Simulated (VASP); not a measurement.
```
Cd4SeTe3
1.0
    4.52093     0.00000     0.00000
    0.00000     9.04743     0.00000
    0.00000     0.00000     6.35104
Cd Te Se
4 3 1
Direct
  0.00000   0.00000   0.97737
  0.50000   0.76229   0.50881
  0.50000   0.23771   0.50881
  0.00000   0.50000   0.00626
  0.00000   0.75679   0.24973
  0.00000   0.24321   0.24973
  0.50000   0.50000   0.74730
  0.50000   0.00000   0.75202
```

Level of theory: PBEsol GGA, VASP's PBE PAW potentials (set 64) (plane waves; VASP). Numerical set-up: 400 eV cut-off, Gaussian smearing of 0.050 eV, potentials Cd Te Se.

Unless said otherwise, spin-orbit coupling is left out, though it shifts the bands of the heavy elements here.

Q: Predict the band gap (along the path) with the smallest direct gap where there is one.

A: 
| Property | Value |
|---|---|
| band gap (along the path) | 0.49 eV |
| smallest direct gap (along the path) | 0.49 eV |

Total energies compare only between runs with the same potentials, cut-off and functional.

The structure comes from a computed database's Cd4Te3Se entry (Pmm2); how it stands against other phases isn't given here. It was relaxed first.
